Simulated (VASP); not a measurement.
All values below come from LDA (Ceperley-Alder, Perdew-Zunger), VASP's LDA PAW potentials (set 64) (plane waves; VASP).

Input for VASP

### KPOINTS
```
Automatic
0
gamma
  8 8 3
```

POSCAR:
```
Sc
1.0
  3.2219750000   0.0000000000   0.0000000000
 -1.6109870000   2.7903110000   0.0000000000
  0.0000000000   0.0000000000  10.3667230000
Sc
4
Cart
  0.0000000000   0.0000000000   0.0000000000
  0.0000000000   0.0000000000   5.1833615000
 -0.0000012777   1.8602082634   2.5916807500
  1.6109892777   0.9301027366   7.7750422500
```

**INCAR**
```
# general
SYSTEM =Sc
PREC   =Accurate
ENCUT  =300
LREAL  =.False.
LASPH  =.True.

# electronic loop
EDIFF  =1E-6
NELM   =100
ALGO   =Normal
LMAXMIX=4

# smearing
ISMEAR =-1
SIGMA  =0.1

# ions
ISIF   =2

# output
LWAVE  =.False.
LCHARG =.False.
```

POTCAR, in this order: Sc_sv (LDA.64 set). Program: vasp_std.

The run wrote:

OSZICAR:
```
       N       E                     dE             d eps       ncg     rms          rms(c)
DAV:   1     0.647293767526E+03    0.64729E+03   -0.15854E+04  1232   0.123E+03
DAV:   2     0.168848106866E+02   -0.63041E+03   -0.62594E+03  1600   0.818E+02
DAV:   3    -0.273965922581E+02   -0.44281E+02   -0.43280E+02  1726   0.253E+02
DAV:   4    -0.294619018340E+02   -0.20653E+01   -0.19808E+01  1744   0.426E+01
DAV:   5    -0.295786135197E+02   -0.11671E+00   -0.11390E+00  1760   0.880E+00    0.111E+01
DAV:   6    -0.272524143962E+02    0.23262E+01   -0.54073E+00  1318   0.252E+01    0.331E+00
DAV:   7    -0.269516776690E+02    0.30074E+00   -0.12124E+00  1424   0.108E+01    0.107E+00
DAV:   8    -0.269401145379E+02    0.11563E-01   -0.21268E-01  1438   0.483E+00    0.797E-01
DAV:   9    -0.269217931100E+02    0.18321E-01   -0.11796E-01  1440   0.318E+00    0.201E-01
DAV:  10    -0.269213622400E+02    0.43087E-03   -0.81646E-03  1488   0.910E-01    0.420E-02
DAV:  11    -0.269214549125E+02   -0.92672E-04   -0.90230E-04  1744   0.232E-01    0.328E-02
DAV:  12    -0.269214491075E+02    0.58050E-05   -0.26020E-04  1440   0.152E-01    0.646E-03
DAV:  13    -0.269214545772E+02   -0.54696E-05   -0.60330E-05  1440   0.334E-02    0.187E-03
DAV:  14    -0.269214571790E+02   -0.26018E-05   -0.25640E-05  1048   0.953E-03    0.914E-04
DAV:  15    -0.269214586331E+02   -0.14542E-05   -0.14628E-05   904   0.683E-03    0.402E-04
DAV:  16    -0.269214596038E+02   -0.97063E-06   -0.96343E-06   784   0.397E-03
   1 F= -.26921460E+02 E0= -.26804767E+02  d E =-.233386E+00
```

File OUTCAR:
```
------------------------ aborting loop because EDIFF is reached ----------------------------------------
  FORCE on cell =-STRESS in cart. coord.  units (eV):
  Direction    XX          YY          ZZ          XY          YZ          ZX
  --------------------------------------------------------------------------------------
  Total       -1.2910048     -1.2910037     -1.5940393     -0.0000002     -0.0000000     -0.0000000
  in kB      -22.1933147    -22.1932956    -27.4026978     -0.0000040     -0.0000000     -0.0000000
  external PRESSURE =     -23.9297694 kB  Pullay stress =       0.0000000 kB
  volume of cell :       93.20
      direct lattice vectors                 reciprocal lattice vectors
     3.221975000  0.000000000  0.000000000     0.310368640  0.179191440  0.000000000
    -1.610987000  2.790311000  0.000000000     0.000000000  0.358382990  0.000000000
     0.000000000  0.000000000 10.366723000     0.000000000  0.000000000  0.096462498
 POSITION                                       TOTAL-FORCE (eV/Angst)
 -----------------------------------------------------------------------------------
      0.00000      0.00000      0.00000         0.000000      0.000000      0.000000
      0.00000      0.00000      5.18336         0.000000      0.000000      0.000000
     -0.00000      1.86021      2.59168         0.000000     -0.000000     -0.000000
      1.61099      0.93010      7.77504        -0.000000      0.000000      0.000000
 -----------------------------------------------------------------------------------
    total drift:                                0.000000     -0.000000      0.000000
  FREE ENERGIE OF THE ION-ELECTRON SYSTEM (eV)
  ---------------------------------------------------
  free  energy   TOTEN  =       -26.9214596038 eV

  energy  without entropy=      -26.6880737762  energy(sigma->0) =      -26.80476669
```
(Selected blocks of OUTCAR.)

File OUTCAR:
```
 val. band max:        3.8137375774   @ k =   0.2500   0.2500   0.3333

 cond. band min:       3.8427026171   @ k =   0.3750   0.0000   0.0000


 Fermi energy:         3.8335436499

 k-point     1 :       0.0000    0.0000    0.0000
  band No.  band energies     occupation
      1     -44.8320      2.00000
      2     -44.7966      2.00000
      3     -44.7812      2.00000
      4     -44.7454      2.00000
      5     -24.0629      2.00000
      6     -23.8292      2.00000
      7     -23.7954      2.00000
      8     -23.6298      2.00000
      9     -23.6298      2.00000
     10     -23.5977      2.00000
     11     -23.5977      2.00000
     12     -23.5922      2.00000
     13     -23.5922      2.00000
     14     -23.5598      2.00000
     15     -23.5598      2.00000
     16     -23.5515      2.00000
     17      -1.3851      2.00000
     18       0.1576      2.00000
     19       0.1652      2.00000
     20       2.0339      2.00000
     21       4.3980      0.00705
     22       4.6293      0.00070
     23       4.6791      0.00043
     24       5.3153      0.00000
     25       5.3294      0.00000
     26       5.3729      0.00000

 k-point     2 :       0.1250    0.0000    0.0000
  band No.  band energies     occupation
      1     -44.8219      2.00000
      2     -44.7893      2.00000
      3     -44.7739      2.00000
      4     -44.7410      2.00000
      5     -24.0383      2.00000
      6     -23.8377      2.00000
      7     -23.8083      2.00000
      8     -23.6815      2.00000
      9     -23.6471      2.00000
     10     -23.6349      2.00000
     11     -23.6293      2.00000
     12     -23.6123      2.00000
     13     -23.6104      2.00000
     14     -23.6047      2.00000
     15     -23.5677      2.00000
     16     -23.5613      2.00000
     17      -1.0215      2.00000
     18       0.4704      2.00000
     19       0.4778      2.00000
     20       2.3495      2.00000
     21       4.0792      0.15797
     22       4.4241      0.00543
...
```

At this cut-off the stress carries a Pulay error, which pulls relaxed volumes low.

The structure was generated: Sc was put into an ordered model structure, which need not be its known phase. The cell was not relaxed at this level. The run is one of a series of settings (GGA removed, POTCAR Sc_sv (LDA.64 set) against the base run), some of them coarse on purpose. VASP warned that the highest band is occupied, so more bands are needed.
